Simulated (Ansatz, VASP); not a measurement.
## TaF4 in VASP and in Ansatz

The input INCAR:

```
SYSTEM = TaF4
ALGO     = Normal         ! electronic algorithm
EDIFF    = 1E-6           ! SCF threshold, eV
EDIFFG   = -0.01          ! ionic threshold
ENCUT    = 600            ! plane-wave cutoff, eV
GGA      = PE             ! functional
IBRION   = 2              ! ionic algorithm
ISIF     = 3              ! what is computed and relaxed
ISMEAR   = 0              ! smearing method
LASPH    = .True.         ! aspherical terms in the spheres
LCHARG   = .False.        ! write CHGCAR
LREAL    = .False.        ! projectors in reciprocal space
LWAVE    = .False.        ! write WAVECAR
NELM     = 100            ! most SCF steps
NSW      = 100            ! ionic steps
PREC     = Accurate       ! precision mode
SIGMA    = 0.1            ! smearing width, eV
```

The input KPOINTS:

```
k-points
0
Gamma
  10 10 10
  0 0 0
```

File POSCAR:

```
TaF4
1.0
    0.0000000000      3.0320899593      3.0320899593
    3.0320899593      0.0000000000      3.0320899593
    3.0320899593      3.0320899593      0.0000000000
Ta F
1 4
Direct
    0.5000000000      0.5000000000      0.5000000000
    0.3751102299      0.8749632567      0.8749632567
    0.8749632567      0.3751102299      0.8749632567
    0.8749632567      0.8749632567      0.3751102299
    0.8749632567      0.8749632567      0.8749632567
```

Input for Ansatz:

```yaml
crystal:
  lattice:
    - [0.0, 3.0320899593, 3.0320899593]
    - [3.0320899593, 0.0, 3.0320899593]
    - [3.0320899593, 3.0320899593, 0.0]
  atoms:
    - { symbol: Ta, position: [0.5, 0.5, 0.5] }
    - { symbol: F, position: [0.3751102299, 0.8749632567, 0.8749632567] }
    - { symbol: F, position: [0.8749632567, 0.3751102299, 0.8749632567] }
    - { symbol: F, position: [0.8749632567, 0.8749632567, 0.3751102299] }
    - { symbol: F, position: [0.8749632567, 0.8749632567, 0.8749632567] }
basis:
  ecutwfc: 420
kpoints:
  mp_grid: { grid: [10, 10, 10] }
hamiltonian:
  xc: pbe
scf:
  occupations: { method: gaussian, width: 0.1 }
output:
  forces: true
  stress: true
  eigenvalues: true
  write_density: true
  write_potential: true
  elf: true
  volumetric_format: npy
relax:
  adjacent_minimum: "off"
  f_tol: 0.01
  max_steps: 80
  cell: { stress_tol: 0.05 }
```

Alike in both runs: task relaxation of cell and atoms; functional PBE; k mesh 10 × 10 × 10; occupations gaussian, width 0.1 eV; no spin polarisation.

|  | VASP | Ansatz |
| --- | --- | --- |
| version | VASP 6.6.1 | Ansatz 0.2.0 |
| potentials or method | VASP PAW PBE potentials, release 64 (Ta_pv, F) | scalar-relativistic, plane waves, PAW |
| plane-wave cutoff (eV) | 600 | 420 |
| valence electrons in the cell | 39 | 41 |

VASP gave:

```
gap on the k mesh at the Fermi level, each at its own relaxed structure (eV) : none
relaxed volume (Å³/atom)                                                     : 11.12
relaxed cell length with the largest relative difference (Å)                 : 4.284
```

**Question.** What did Ansatz give for the same quantities?

**Answer.** gap on the k mesh at the Fermi level, each at its own relaxed structure (eV): none; relaxed volume (Å³/atom): 11.15; relaxed cell length with the largest relative difference (Å): 4.288.

A gap of «none» marks a metal or a gap that the smearing closes. The two sets of potentials don't hold the same shells in valence.

Caveats: an odd number of electrons without spin polarisation forces a metal; a magnetic or distorted state may lie lower. Spin-orbit coupling is left out, which matters for the levels of Ta.
